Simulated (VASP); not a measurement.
Level of theory: PBE GGA, VASP's PBE PAW potentials (set 64) (plane waves; VASP).

VASP ran on this input.

File POSCAR:
```
PtSe2
1.0
  1.9116593031  -3.3110912916   0.0000000000
  1.9116593031   3.3110912916   0.0000000000
  0.0000000000   0.0000000000   6.5850487238
Pt Se
1 2
Cartesian
  0.0000000000   0.0000000000   0.0000000000
  1.9116593031   1.1036993046   1.3340004434
  1.9116593031  -1.1036993046   5.2510482804
```

**KPOINTS**
```
Automatic mesh
0
Gamma
7 7 4
0 0 0
```

### INCAR
```
! general
SYSTEM  = PtSe2
PREC    = Accurate
ENCUT   = 520
LREAL   = F
LASPH   = T

! electronic loop
EDIFF   = 1E-7
NELM    = 100
ALGO    = Normal
LMAXMIX = 6

! smearing
ISMEAR  = 0
SIGMA   = 0.05

! functional
GGA     = PE

! ions
IBRION  = 2
NSW     = 30
ISIF    = 4
EDIFFG  = -0.01

! output
LWAVE   = F
LCHARG  = F
```

POTCAR, in this order: Pt Se (PBE.64 set). Program: vasp_std.

What VASP printed:

OSZICAR:
```
       N       E                     dE             d eps       ncg     rms          rms(c)
DAV:   1     0.119259144698E+03    0.11926E+03   -0.97153E+03   840   0.124E+03
DAV:   2    -0.889101676671E+01   -0.12815E+03   -0.12553E+03  1071   0.227E+02
DAV:   3    -0.150112449900E+02   -0.61202E+01   -0.60939E+01  1120   0.540E+01
DAV:   4    -0.150772744360E+02   -0.66029E-01   -0.66018E-01   945   0.591E+00
DAV:   5    -0.150783389510E+02   -0.10645E-02   -0.10645E-02  1148   0.725E-01    0.108E+01
DAV:   6    -0.145031943840E+02    0.57514E+00   -0.53074E+00   854   0.234E+01    0.664E+00
DAV:   7    -0.142528022436E+02    0.25039E+00   -0.10514E+00   861   0.110E+01    0.316E+00
DAV:   8    -0.142386729204E+02    0.14129E-01   -0.10086E-01  1001   0.208E+00    0.834E-01
DAV:   9    -0.142334427585E+02    0.52302E-02   -0.15524E-02   952   0.138E+00    0.236E-01
DAV:  10    -0.142337051284E+02   -0.26237E-03   -0.27458E-03  1036   0.352E-01    0.556E-02
DAV:  11    -0.142337263933E+02   -0.21265E-04   -0.76229E-05  1022   0.876E-02    0.268E-02
DAV:  12    -0.142337444981E+02   -0.18105E-04   -0.37024E-05   889   0.446E-02    0.365E-03
DAV:  13    -0.142337452365E+02   -0.73834E-06   -0.15932E-06  1148   0.870E-03    0.138E-03
DAV:  14    -0.142337455917E+02   -0.35521E-06   -0.26845E-07   854   0.385E-03    0.869E-04
DAV:  15    -0.142337457716E+02   -0.17997E-06   -0.49818E-08   798   0.173E-03    0.150E-04
DAV:  16    -0.142337457724E+02   -0.72328E-09   -0.60612E-09   567   0.677E-04
   1 F= -.14233746E+02 E0= -.14233746E+02  d E =-.142337E+02
       N       E                     dE             d eps       ncg     rms          rms(c)
DAV:   1    -0.142753438743E+02   -0.41598E-01   -0.29386E+00   840   0.105E+01    0.907E-01
DAV:   2    -0.142779799389E+02   -0.26361E-02   -0.11056E-01  1015   0.225E+00    0.383E-01
DAV:   3    -0.142758230558E+02    0.21569E-02   -0.39352E-03  1043   0.538E-01    0.202E-01
DAV:   4    -0.142753058881E+02    0.51717E-03   -0.24767E-03   980   0.326E-01    0.664E-02
DAV:   5    -0.142753200770E+02   -0.14189E-04   -0.24468E-04   952   0.138E-01    0.314E-02
DAV:   6    -0.142753311182E+02   -0.11041E-04   -0.39624E-05   945   0.436E-02    0.928E-03
DAV:   7    -0.142753342651E+02   -0.31469E-05   -0.39567E-06  1036   0.144E-02    0.313E-03
DAV:   8    -0.142753350236E+02   -0.75848E-06   -0.79867E-07   973   0.598E-03    0.187E-03
DAV:   9    -0.142753351180E+02   -0.94433E-07   -0.26000E-07   888   0.383E-03
   2 F= -.14275335E+02 E0= -.14275335E+02  d E =-.415893E-01
       N       E                     dE             d eps       ncg     rms          rms(c)
DAV:   1    -0.142992633865E+02   -0.23928E-01   -0.52333E+00   840   0.141E+01    0.128E+00
DAV:   2    -0.143040785085E+02   -0.48151E-02   -0.19821E-01  1015   0.302E+00    0.539E-01
DAV:   3    -0.143001624949E+02    0.39160E-02   -0.70629E-03  1043   0.708E-01    0.279E-01
DAV:   4    -0.142992146506E+02    0.94784E-03   -0.45726E-03   994   0.430E-01    0.845E-02
DAV:   5    -0.142992452340E+02   -0.30583E-04   -0.41202E-04   931   0.173E-01    0.405E-02
DAV:   6    -0.142992639856E+02   -0.18752E-04   -0.69242E-05   924   0.570E-02    0.124E-02
DAV:   7    -0.142992701530E+02   -0.61673E-05   -0.70643E-06  1022   0.195E-02    0.447E-03
DAV:   8    -0.142992717946E+02   -0.16416E-05   -0.16528E-06   966   0.875E-03    0.255E-03
DAV:   9    -0.142992720019E+02   -0.20737E-06   -0.54102E-07  1022   0.537E-03    0.611E-04
DAV:  10    -0.142992720109E+02   -0.89769E-08   -0.76579E-08   805   0.230E-03
   3 F= -.14299272E+02 E0= -.14299272E+02  d E =-.655262E-01
       N       E                     dE             d eps       ncg     rms          rms(c)
DAV:   1    -0.142995362734E+02   -0.26427E-03   -0.77929E-02   840   0.171E+00    0.152E-01
DAV:   2    -0.142995921665E+02   -0.55893E-04   -0.29629E-03  1022   0.371E-01    0.686E-02
DAV:   3    -0.142995345456E+02    0.57621E-04   -0.11796E-04  1022   0.908E-02    0.352E-02
DAV:   4    -0.142995238553E+02    0.10690E-04   -0.66813E-05  1008   0.524E-02    0.104E-02
DAV:   5    -0.142995245901E+02   -0.73481E-06   -0.61693E-06   924   0.211E-02    0.525E-03
DAV:   6    -0.142995251586E+02   -0.56850E-06   -0.10028E-06   910   0.686E-03    0.152E-03
DAV:   7    -0.142995252059E+02   -0.47256E-07   -0.93826E-08   812   0.231E-03
   4 F= -.14299525E+02 E0= -.14299525E+02  d E =-.657794E-01
       N       E                     dE             d eps       ncg     rms          rms(c)
DAV:   1    -0.143205385448E+02   -0.21013E-01   -0.78675E-01   840   0.624E+00    0.632E-01
DAV:   2    -0.143077592730E+02    0.12779E-01   -0.35320E-02   924   0.163E+00    0.318E-01
DAV:   3    -0.143048410479E+02    0.29182E-02   -0.66338E-03  1064   0.710E-01    0.149E-01
DAV:   4    -0.143040020197E+02    0.83903E-03   -0.27321E-03   994   0.347E-01    0.726E-02
DAV:   5    -0.143040059203E+02   -0.39006E-05   -0.22081E-04   959   0.997E-02    0.240E-02
DAV:   6    -0.143040156798E+02   -0.97595E-05   -0.26168E-05   980   0.370E-02    0.101E-02
DAV:   7    -0.143040200868E+02   -0.44070E-05   -0.55762E-06   875   0.202E-02    0.356E-03
DAV:   8    -0.143040217113E+02   -0.16245E-05   -0.19751E-06  1015   0.110E-02    0.151E-03
DAV:   9    -0.143040218803E+02   -0.16902E-06   -0.19421E-07   874   0.341E-03    0.467E-04
DAV:  10    -0.143040218951E+02   -0.14732E-07   -0.38808E-08   756   0.172E-03
   5 F= -.14304022E+02 E0= -.14304022E+02  d E =-.449669E-02
       N       E                     dE             d eps       ncg     rms          rms(c)
DAV:   1    -0.143142523026E+02   -0.10230E-01   -0.44159E-01   840   0.468E+00    0.471E-01
DAV:   2    -0.143071277189E+02    0.71246E-02   -0.19647E-02   917   0.121E+00    0.237E-01
DAV:   3    -0.143054964360E+02    0.16313E-02   -0.37065E-03  1071   0.530E-01    0.111E-01
DAV:   4    -0.143050291936E+02    0.46724E-03   -0.15077E-03  1008   0.258E-01    0.542E-02
DAV:   5    -0.143050301919E+02   -0.99830E-06   -0.12456E-04   952   0.747E-02    0.178E-02
DAV:   6    -0.143050354543E+02   -0.52625E-05   -0.14556E-05   966   0.277E-02    0.762E-03
DAV:   7    -0.143050379029E+02   -0.24485E-05   -0.31920E-06   896   0.153E-02    0.268E-03
DAV:   8    -0.143050388048E+02   -0.90192E-06   -0.11246E-06  1008   0.837E-03    0.115E-03
DAV:   9    -0.143050388949E+02   -0.90149E-07   -0.11089E-07   842   0.260E-03
   6 F= -.14305039E+02 E0= -.14305039E+02  d E =-.551369E-02
       N       E                     dE             d eps       ncg     rms          rms(c)
DAV:   1    -0.143050567299E+02   -0.17925E-04   -0.95045E-04   840   0.217E-01    0.215E-02
DAV:   2    -0.143050413565E+02    0.15373E-04   -0.41595E-05   938   0.560E-02    0.110E-02
DAV:   3    -0.143050378202E+02    0.35363E-05   -0.80099E-06  1064   0.247E-02    0.519E-03
DAV:   4    -0.143050367998E+02    0.10204E-05   -0.32000E-06  1001   0.120E-02    0.252E-03
DAV:   5    -0.143050368246E+02   -0.24800E-07   -0.26700E-07   973   0.346E-03
   7 F= -.14305037E+02 E0= -.14305037E+02  d E =-.551162E-02
       N       E                     dE             d eps       ncg     rms          rms(c)
DAV:   1    -0.143050517905E+02   -0.14991E-04   -0.25856E-03   840   0.309E-01    0.271E-02
DAV:   2    -0.143050544213E+02   -0.26309E-05   -0.98582E-05  1022   0.660E-02    0.123E-02
DAV:   3    -0.143050523366E+02    0.20847E-05   -0.32523E-06  1030   0.148E-02    0.637E-03
DAV:   4    -0.143050515849E+02    0.75167E-06   -0.18523E-06  1001   0.864E-03    0.171E-03
DAV:   5    -0.143050515459E+02    0.39038E-07   -0.17671E-07   845   0.356E-03
   8 F= -.14305052E+02 E0= -.14305052E+02  d E =-.147213E-04
```

File OUTCAR:
```
------------------------ aborting loop because EDIFF is reached ----------------------------------------
  FORCE on cell =-STRESS in cart. coord.  units (eV):
  Direction    XX          YY          ZZ          XY          YZ          ZX
  --------------------------------------------------------------------------------------
  Total       -0.0287019     -0.0287019     -0.0192615     -0.0000000      0.0000000     -0.0000000
  in kB       -0.5516342     -0.5516343     -0.3701955     -0.0000000      0.0000000     -0.0000000
  external PRESSURE =      -0.4911547 kB  Pullay stress =       0.0000000 kB
  volume of cell :       83.36
      direct lattice vectors                 reciprocal lattice vectors
     1.875119897 -3.247803115  0.000000000     0.266649616 -0.153950219 -0.000000000
     1.875119897  3.247803115 -0.000000000     0.266649616  0.153950219 -0.000000000
     0.000000000 -0.000000000  6.844187620     0.000000000  0.000000000  0.146109379
 POSITION                                       TOTAL-FORCE (eV/Angst)
 -----------------------------------------------------------------------------------
      0.00000     -0.00000      6.84419        -0.000000      0.000000      0.000000
      1.87512      1.08260      1.30668         0.000000     -0.000000      0.004089
      1.87512     -1.08260      5.53750        -0.000000      0.000000     -0.004089
 -----------------------------------------------------------------------------------
    total drift:                                0.000000      0.000000      0.000000
  FREE ENERGIE OF THE ION-ELECTRON SYSTEM (eV)
  ---------------------------------------------------
  free  energy   TOTEN  =       -14.3050515459 eV

  energy  without entropy=      -14.3050515459  energy(sigma->0) =      -14.30505155

 reached required accuracy - stopping structural energy minimisation
```
(Selected blocks of OUTCAR.)

### CONTCAR
```
PtSe2
   1.00000000000000
     1.8751198967275582   -3.2478031147641104    0.0000000000000000
     1.8751198967275582    3.2478031147641104   -0.0000000000000000
     0.0000000000000000   -0.0000000000000000    6.8441876195915254
  Pt              Se
     1     2
Direct
     0.0000000000000000    0.0000000000000000    1.0000000000000000
     0.3333330000000032    0.6666669999999968    0.1909188330770739
     0.6666669999999968    0.3333330000000032    0.8090811669229261
```

Without a dispersion term in the relaxation, distances and binding between the weakly bound layers, chains or molecules are unreliable, and so is what depends on them.

The compound is PtSe2 in the 1T layered structure. This cell is one point of a volume scan, at 1.06 of the reference volume. Symmetry was kept, so distortions that lower it aren't found.
